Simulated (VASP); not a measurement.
Output of a VASP run:

File OSZICAR:
```
       N       E                     dE             d eps       ncg     rms          rms(c)
DAV:   1    -0.113891146680E+02   -0.11389E+02   -0.29840E-01   522   0.570E+00    0.317E-01
DAV:   2    -0.113887662644E+02    0.34840E-03   -0.61240E-03   584   0.103E+00    0.180E-01
DAV:   3    -0.113883969154E+02    0.36935E-03   -0.15005E-03   569   0.338E-01    0.123E-01
DAV:   4    -0.113883137963E+02    0.83119E-04   -0.54035E-05   552   0.786E-02    0.773E-02
DAV:   5    -0.113882733982E+02    0.40398E-04   -0.20830E-05   550   0.676E-02    0.428E-02
DAV:   6    -0.113882619503E+02    0.11448E-04   -0.51551E-06   679   0.354E-02    0.244E-02
DAV:   7    -0.113882583333E+02    0.36171E-05   -0.14635E-06   569   0.177E-02    0.145E-02
DAV:   8    -0.113882573650E+02    0.96826E-06   -0.61968E-07   372   0.108E-02
   1 F= -.11388257E+02 E0= -.11388257E+02  d E =-.271945E-13
```

### OUTCAR
```
------------------------ aborting loop because EDIFF is reached ----------------------------------------
  FORCE on cell =-STRESS in cart. coord.  units (eV):
  Direction    XX          YY          ZZ          XY          YZ          ZX
  --------------------------------------------------------------------------------------
  Total        0.4785588      0.4785588      0.4785588      0.0000000      0.0000000     -0.0000000
  in kB       50.5284184     50.5284184     50.5284184      0.0000000      0.0000000     -0.0000000
  external PRESSURE =      50.5284184 kB  Pullay stress =       0.0000000 kB
  volume of cell :       15.17
      direct lattice vectors                 reciprocal lattice vectors
     0.000000000  1.964988741  1.964988741    -0.254454384  0.254454384  0.254454384
     1.964988741  0.000000000  1.964988741     0.254454384 -0.254454384  0.254454384
     1.964988741  1.964988741  0.000000000     0.254454384  0.254454384 -0.254454384
  FREE ENERGIE OF THE ION-ELECTRON SYSTEM (eV)
  ---------------------------------------------------
  free  energy   TOTEN  =       -11.3882573650 eV

  energy  without entropy=      -11.3882573650  energy(sigma->0) =      -11.38825737

  exchange ACFDT corr.  =         0.00000000  see jH, gK, PRB 81, 115126
```
(Selected blocks of OUTCAR.)

POSCAR:
```
LiF
1
    0.0000000000     1.9649887410     1.9649887410
    1.9649887410     0.0000000000     1.9649887410
    1.9649887410     1.9649887410     0.0000000000
Li F
1 1
Direct
  0.0000000000   0.0000000000   0.0000000000
  0.5000000000   0.5000000000   0.5000000000
```

Problem. Reconstruct the remaining input files.

Solution. This is not unique; one that fits is the input of the run itself, HSE06 screened hybrid, plane waves, VASP's PBE PAW potentials (set 64).

File KPOINTS:
```
Automatic mesh
0
Gamma
8 8 8
0 0 0
```

### INCAR
```
! general
SYSTEM   = LiF
PREC     = Accurate
ENCUT    = 520
LREAL    = .FALSE.
LASPH    = .TRUE.
ISYM     = 3

! electronic loop
EDIFF    = 1E-6
NELM     = 60
ALGO     = Normal

! smearing
ISMEAR   = 0
SIGMA    = 0.05

! functional
GGA      = PE
LHFCALC  = .TRUE.
AEXX     = 0.25
HFSCREEN = 0.2
PRECFOCK = Fast

! ions
ISIF     = 2

! output
LWAVE    = .FALSE.
LCHARG   = .FALSE.
```

POTCAR, in this order: Li_sv F (PBE.64 set). Program: vasp_std. Read from the step before: WAVECAR.

The compound is LiF in the rock salt structure. This cell is one point of a volume scan, at 0.91 of the reference volume. The cell's shape comes from a PBE relaxation.
